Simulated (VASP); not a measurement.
## Na3BrO (Pm-3m): formation energy of the defect Br_i (6-fold void)

How easily does the defect Br_i (6-fold void) form in Na3BrO (Pm-3m)? The host is relaxed first, then a supercell is run with and without the defect. The start is a computed cell from the Materials Project.

Main program and level: VASP 6.6.1; PBEsol; plane waves and PAW (Na, Br, O), in the first sound run; inputs show where later runs differ.

Report form: the programs' logs are mostly left out.

## (1) The host crystal

Symmetry: Pm-3m, No. 221, cubic system. Conventional cell: a = 4.533 Å, b = 4.533 Å, c = 4.533 Å, α = 90.00°, β = 90.00°, γ = 90.00°. Nearest to Na lie 2 O at 2.27 Å and 8 Na at 3.21 Å and 4 Br at 3.21 Å. Nearest to Br lie 12 Na at 3.21 Å. Nearest to O lie 6 Na at 2.27 Å. Farther neighbours and most contacts between anions are not listed.

As a file:

```cif
data_structure
_symmetry_space_group_name_H-M 'Pm-3m'
_symmetry_Int_Tables_number 221
_cell_length_a 4.5331
_cell_length_b 4.5331
_cell_length_c 4.5331
_cell_angle_alpha 90.000
_cell_angle_beta 90.000
_cell_angle_gamma 90.000
_cell_volume 93.15
loop_
_atom_site_label
_atom_site_type_symbol
_atom_site_symmetry_multiplicity
_atom_site_Wyckoff_symbol
_atom_site_fract_x
_atom_site_fract_y
_atom_site_fract_z
_atom_site_occupancy
Na1 Na 3 c 0.00000 0.50000 0.50000 1
Br1 Br 1 a 0.00000 0.00000 0.00000 1
O1 O 1 b 0.50000 0.50000 0.50000 1
```

## (2) The host at zero pressure

First cell and atoms are relaxed at a raised cutoff, so that later runs start from this functional's own cell.

INCAR reads:

```
SYSTEM = Na3BrO
PREC = Accurate
ENCUT = 520
EDIFF = 1E-06
NELM = 120
ISMEAR = 0
SIGMA = 0.05
LREAL = .FALSE.
ALGO = Normal
GGA = PS
NBANDS = 14
LORBIT = 11
LWAVE = .FALSE.
LCHARG = .FALSE.
KPAR = 4
IBRION = 2
NSW = 40
ISIF = 3
EDIFFG = -0.02
POTIM = 0.4
```

POSCAR reads:

```
Na3BrO
1.0
    4.5331300000      0.0000000000      0.0000000000
    0.0000000000      4.5331300000      0.0000000000
    0.0000000000      0.0000000000      4.5331300000
Na Br O
3 1 1
Direct
    0.0000000000      0.5000000000      0.5000000000
    0.5000000000      0.0000000000      0.5000000000
    0.5000000000      0.5000000000      0.0000000000
    0.0000000000      0.0000000000      0.0000000000
    0.5000000000      0.5000000000      0.5000000000
```

KPOINTS reads:

```
Automatic mesh
0
Gamma
4 4 4
0 0 0
```

PAW data sets: Na, Br and O (PBE family, release 64).

On the command line:

```sh
> mpirun -np 4 vasp_std
```

Elapsed: 17 s, on 4 MPI ranks of AMD EPYC 7R43, shared host; peak memory 0.74 GiB; 65 s of CPU time.

The gap is read on the k-mesh alone, so it is an upper bound where the band edges lie off the mesh. The PAW data sets were made with PBE, which is usual practice but a small mismatch for other functionals. The data set Na keeps the semicore shell frozen, which is cheaper and a little less accurate. The run keeps the 48 symmetry operations of its start, so it cannot find a distortion of lower symmetry.

Step by step:

```
step  energy less that of the first step (eV)  largest force (eV/Å)  pressure (GPa)  volume (Å³)
   1                                   0.0000                0.0000           -0.54        93.15
   2                                  -0.0017                0.0000           -0.29        92.48
   3                                  -0.0024                0.0000            0.00        91.72
```

```
conventional cell, symmetrised  before  after  change
                         a (Å)   4.533  4.510  -0.5 %
                         b (Å)   4.533  4.510  -0.5 %
                         c (Å)   4.533  4.510  -0.5 %
              volume (Å³/atom)   18.63  18.34  -1.5 %
```

Final coordinates:

```
Na Br O
1.0
     4.50973    0.00000    0.00000
     0.00000    4.50973    0.00000
     0.00000    0.00000    4.50973
Na Br O
3 1 1
Direct
  0.00000 0.50000 0.50000
  0.50000 0.00000 0.50000
  0.50000 0.50000 0.00000
  0.00000 0.00000 0.00000
  0.50000 0.50000 0.50000
```

A gap read on the k-mesh alone can miss the band edges.

Numbers from this step:

| Quantity | Value |
| --- | --- |
| electronic cycles | 26 |
| electrons | 16 |
| free energy (TOTEN) | -18.35 eV |
| Fermi energy | 1.609 eV |
| labelled metallic, from the levels on this mesh | no |
| gap on the k-mesh | 1.979 eV |
| least direct gap on the k-mesh | 1.979 eV |

The run ended after 3 ionic steps, 0.002 eV below its first step, once forces and stress met EDIFFG = -0.02.

## (3) The host's dielectric tensor, for the charge correction

Charged cells interact with their images through the host's screening, so the correction needs its dielectric constant.

INCAR reads:

```
SYSTEM = Na3BrO
PREC = Accurate
ENCUT = 400
EDIFF = 1E-08
NELM = 120
ISMEAR = 0
SIGMA = 0.05
LREAL = .FALSE.
ALGO = Normal
GGA = PS
NBANDS = 14
LWAVE = .FALSE.
LCHARG = .FALSE.
KPAR = 4
LEPSILON = .TRUE.
IBRION = 8
NSW = 1
```

Edit POSCAR of step 2 so:

```diff
@@ -2,5 +2,5 @@
 1.0
-    4.5331300000      0.0000000000      0.0000000000
-    0.0000000000      4.5331300000      0.0000000000
-    0.0000000000      0.0000000000      4.5331300000
+    4.5097260779      0.0000000000      0.0000000000
+    0.0000000000      4.5097260779      0.0000000000
+    0.0000000000      0.0000000000      4.5097260779
 Na Br O
```

KPOINTS reads:

```
Automatic mesh
0
Gamma
5 5 5
0 0 0
```

On the command line:

```sh
> mpirun -np 4 vasp_std
```

It took 1.8 min on 4 MPI ranks; peak memory 0.86 GiB.

Energies printed during the response cycles are not total energies of the cell. The dielectric response converges more slowly with the mesh than energies do, so tensor and charges may still move on a finer one.

Numbers from this step:

| Property | Result |
| --- | --- |
| pressure of the cell | -1.128 GPa |
| largest force of the cell | 0 eV/Å |
| Fermi energy | 1.628 eV |
| gap on the k-mesh | 1.987 eV |
| least direct gap on the k-mesh | 1.987 eV |

Electronic dielectric tensor with local fields:

```
3.20 0.00 0.00
0.00 3.20 0.00
0.00 0.00 3.20
```

Ionic part of the static dielectric tensor:

```
5.94 0.00 0.00
0.00 5.94 0.00
0.00 0.00 5.94
```

Born effective charge (e), principal values of the symmetric part by kind of site:

```
atom  atoms with these values    low  middle   high   mean
 Na1                        3   0.79    1.13   1.13   1.02
 Br4                        1  -1.20   -1.20  -1.20  -1.20
  O5                        1  -1.86   -1.86  -1.86  -1.86
```

In full for Br4:

```
-1.20  0.00  0.00
 0.00 -1.20  0.00
 0.00  0.00 -1.20
```

Lines of the infrared spectrum (strongest = 100):

```
position (cm⁻¹)  lines merged  squared mode dipole, relative
             89             3                             28
            116             3                            0.0
            217             3                             46
            380             3                            100
```

The electrons screen with a mean of 3.20 and the ions add 5.94; the sum enters the correction.

## (4) The supercell without the defect

System of this step: Na3BrO (Pm-3m). The cell holds 60 atoms: 36 Na, 12 Br and 12 O. Its edges and angles: a = 10.084 Å, b = 12.755 Å, c = 9.019 Å, α = 90.0°, β = 90.0°, γ = 108.4°. It derives from Na3BrO (Na3BrO (Pm-3m)).

The same cell, mesh and cutoff without the defect give the energy to subtract and, in a gapped host, the band edges to count from, so that most errors cancel.

INCAR reads:

```
SYSTEM = Na3BrO
PREC = Normal
ENCUT = 400
EDIFF = 1E-05
NELM = 120
ISMEAR = 0
SIGMA = 0.05
LREAL = Auto
ALGO = Fast
GGA = PS
LORBIT = 11
LWAVE = .FALSE.
LCHARG = .FALSE.
NCORE = 4
```

POSCAR reads:

```
Na3BrO
1.0
    9.0194521558      4.5097260779      0.0000000000
   -9.0194521558      9.0194521558      0.0000000000
    0.0000000000      0.0000000000      9.0194521558
Na Br O
36 12 12
Direct
    0.1666666667      0.6666666667      0.2500000000
    0.1666666667      0.6666666667      0.7500000000
    0.5000000000      0.0000000000      0.2500000000
    0.5000000000      0.0000000000      0.7500000000
    0.1666666667      0.1666666667      0.2500000000
    0.1666666667      0.1666666667      0.7500000000
    0.5000000000      0.5000000000      0.2500000000
    0.5000000000      0.5000000000      0.7500000000
    0.8333333333      0.8333333333      0.2500000000
    0.8333333333      0.8333333333      0.7500000000
    0.8333333333      0.3333333333      0.2500000000
    0.8333333333      0.3333333333      0.7500000000
    0.1666666667      0.4166666667      0.2500000000
    0.1666666667      0.4166666667      0.7500000000
    0.5000000000      0.7500000000      0.2500000000
    0.5000000000      0.7500000000      0.7500000000
    0.1666666667      0.9166666667      0.2500000000
    0.1666666667      0.9166666667      0.7500000000
    0.5000000000      0.2500000000      0.2500000000
    0.5000000000      0.2500000000      0.7500000000
    0.8333333333      0.5833333333      0.2500000000
    0.8333333333      0.5833333333      0.7500000000
    0.8333333333      0.0833333333      0.2500000000
    0.8333333333      0.0833333333      0.7500000000
    0.3333333333      0.5833333333      0.0000000000
    0.3333333333      0.5833333333      0.5000000000
    0.6666666667      0.9166666667      0.0000000000
    0.6666666667      0.9166666667      0.5000000000
    0.3333333333      0.0833333333      0.0000000000
    0.3333333333      0.0833333333      0.5000000000
    0.6666666667      0.4166666667      0.0000000000
    0.6666666667      0.4166666667      0.5000000000
    0.0000000000      0.7500000000      0.0000000000
    0.0000000000      0.7500000000      0.5000000000
    0.0000000000      0.2500000000      0.0000000000
    0.0000000000      0.2500000000      0.5000000000
    0.0000000000      0.5000000000      0.0000000000
    0.0000000000      0.5000000000      0.5000000000
    0.3333333333      0.8333333333      0.0000000000
    0.3333333333      0.8333333333      0.5000000000
    0.0000000000      0.0000000000      0.0000000000
    0.0000000000      0.0000000000      0.5000000000
    0.3333333333      0.3333333333      0.0000000000
    0.3333333333      0.3333333333      0.5000000000
    0.6666666667      0.6666666667      0.0000000000
    0.6666666667      0.6666666667      0.5000000000
    0.6666666667      0.1666666667      0.0000000000
    0.6666666667      0.1666666667      0.5000000000
    0.3333333333      0.5833333333      0.2500000000
    0.3333333333      0.5833333333      0.7500000000
    0.6666666667      0.9166666667      0.2500000000
    0.6666666667      0.9166666667      0.7500000000
    0.3333333333      0.0833333333      0.2500000000
    0.3333333333      0.0833333333      0.7500000000
    0.6666666667      0.4166666667      0.2500000000
    0.6666666667      0.4166666667      0.7500000000
    0.0000000000      0.7500000000      0.2500000000
    0.0000000000      0.7500000000      0.7500000000
    0.0000000000      0.2500000000      0.2500000000
    0.0000000000      0.2500000000      0.7500000000
```

KPOINTS reads:

```
Automatic mesh
0
Gamma
1 1 1
0 0 0
```

On the command line:

```sh
> mpirun -np 4 vasp_gam
```

Elapsed: 26 s, on 4 MPI ranks; peak memory 0.68 GiB; 98 s of CPU time.

This step gave:

| Property | Result |
| --- | --- |
| electronic cycles | 17 |
| electrons | 192 |
| free energy (TOTEN) | -219.8837 eV |
| Fermi energy | 1.626 eV |
| gap on the k-mesh | 1.977 eV |

No direct gap is given, since this cell folds other wave vectors onto the zone centre.

The perfect cell has a gap of 1.98 eV on this mesh, with its valence-band top at 1.365 eV, and charged states follow.

## (5) Relaxing the atoms

This step: PBEsol; plane waves and PAW (Br) (VASP 6.6.1).

System of this step: Br2. The cell holds 2 atoms: 2 Br. Cell: a = 11.000 Å, b = 11.500 Å, c = 15.000 Å, α = 90.0°, β = 90.0°, γ = 90.0°. Vacuum lies along a, b and c.

The reference for Br is the Br2 molecule, relaxed in a box at the cutoff of the large cell.

INCAR reads:

```
SYSTEM = Br
PREC = Normal
ENCUT = 400
EDIFF = 1E-05
NELM = 120
ISMEAR = 0
SIGMA = 0.01
LREAL = Auto
ALGO = Fast
GGA = PS
NBANDS = 13
LORBIT = 11
LWAVE = .FALSE.
LCHARG = .FALSE.
NCORE = 4
IBRION = 2
NSW = 20
ISIF = 2
EDIFFG = -0.03
POTIM = 0.4
MAXMIX = 40
ISYM = 0
```

POSCAR reads:

```
Br
1.0
   11.0000000000      0.0000000000      0.0000000000
    0.0000000000     11.5000000000      0.0000000000
    0.0000000000      0.0000000000     15.0000000000
Br
2
Direct
    0.5000000000      0.5000000000      0.4240000000
    0.5000000000      0.5000000000      0.5760000000
```

KPOINTS is that of step 4.

PAW data sets: Br (PBE family, release 64).

On the command line:

```sh
> mpirun -np 4 vasp_gam
```

The job ended after 14 s (4 MPI ranks; peak memory 0.77 GiB; 51 s of CPU time).

Hardly anything moved in the relaxation; the energy changed by under 0.2 meV an atom.

This step gave:

| Property | Result |
| --- | --- |
| electronic cycles | 25 |
| electrons | 14 |
| free energy (TOTEN) | -3.232 eV |
| gap between the highest filled and lowest empty level | 2.232 eV |

The run ended after 2 ionic steps, 0.000 eV below its first step, once the forces on the free atoms met EDIFFG = -0.03.

Energy at zero smearing: -3.23201 eV.

(Continued in part 2 of 3.)

[Lines on the potential files, build, host, timing and source positions are cut from VASP's logs without a mark.]

[Logs are printed without paths, hosts, clocks, repeated set-up lines and the standing remarks that a program may print on its own settings, such as how far it seeks lower states.]

[Hosts, paths, dates, database ids (printed as entryN), source tags and the programs' standing remarks are cut or masked in the printed files.]

[In band tables of VASP the shares of atoms and orbitals are scaled to a sum of 1 inside the atoms' spheres.]

[Runs that stopped without an error message from VASP are left out.]
